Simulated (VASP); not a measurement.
Method: vdW-DF-cx, VASP's PBE PAW potentials (set 64) (plane waves; VASP 6.6.1).

The input files of a VASP run:

POSCAR:
```
NaF
1
    0.0000000000     2.3150000000     2.3150000000
    2.3150000000     0.0000000000     2.3150000000
    2.3150000000     2.3150000000     0.0000000000
Na F
1 1
Direct
  0.0000000000   0.0000000000   0.0000000000
  0.5000000000   0.5000000000   0.5000000000
```

INCAR:
```
# general
SYSTEM   = NaF
PREC     = Accurate
ENCUT    = 520   # plane-wave cut-off (eV)
LREAL    = .FALSE.   # projection in real space or not
LASPH    = .TRUE.   # aspherical one-centre terms

# electronic loop
EDIFF    = 1E-6
NELM     = 100   # most electronic steps
ALGO     = Normal   # blocked Davidson

# smearing
ISMEAR   = 0   # Gaussian
SIGMA    = 0.05   # width (eV)

# functional
GGA      = CX
LUSE_VDW = .TRUE.
AGGAC    = 0.0

# ions
IBRION   = 2
NSW      = 60   # most ionic steps
ISIF     = 3   # ions, shape and volume
EDIFFG   = -0.01   # ionic stop

# output
LWAVE    = .FALSE.
LCHARG   = .FALSE.
```

**KPOINTS**
```
Automatic mesh
0
Gamma
9 9 9
0 0 0
```

POTCAR, in this order: Na_pv F (PBE.64 set). Program: vasp_std.

Energy and stress use the plane-wave basis of the starting cell.

### Question
What does the run give for the energy per atom (σ→0), volume per atom, band gap (on the k-mesh)?

### Answer

```yaml
energy per atom (σ→0): -2.238 eV/atom
band gap (on the k-mesh): 6.41 eV
volume_per_atom: 12.79 Å³/atom
```

### OSZICAR
```
...
       N       E                     dE             d eps       ncg     rms          rms(c)
DAV:   1    -0.447820242656E+01   -0.14254E-02   -0.27075E-02   905   0.281E+00    0.292E-01
DAV:   2    -0.447695231295E+01    0.12501E-02   -0.51046E-03   920   0.785E-01    0.795E-02
DAV:   3    -0.447686856638E+01    0.83747E-04   -0.18553E-04   866   0.337E-01    0.407E-02
DAV:   4    -0.447683158974E+01    0.36977E-04   -0.32348E-05   872   0.212E-01    0.628E-03
DAV:   5    -0.447682983375E+01    0.17560E-05   -0.43763E-06   780   0.368E-02    0.163E-03
DAV:   6    -0.447682946349E+01    0.37026E-06   -0.60442E-07   388   0.173E-02
   4 F= -.44768295E+01 E0= -.44768295E+01  d E =-.368523E-02
```

The compound is NaF in the rock salt structure. This run relaxes it. Symmetry was kept, so distortions that lower it aren't found.
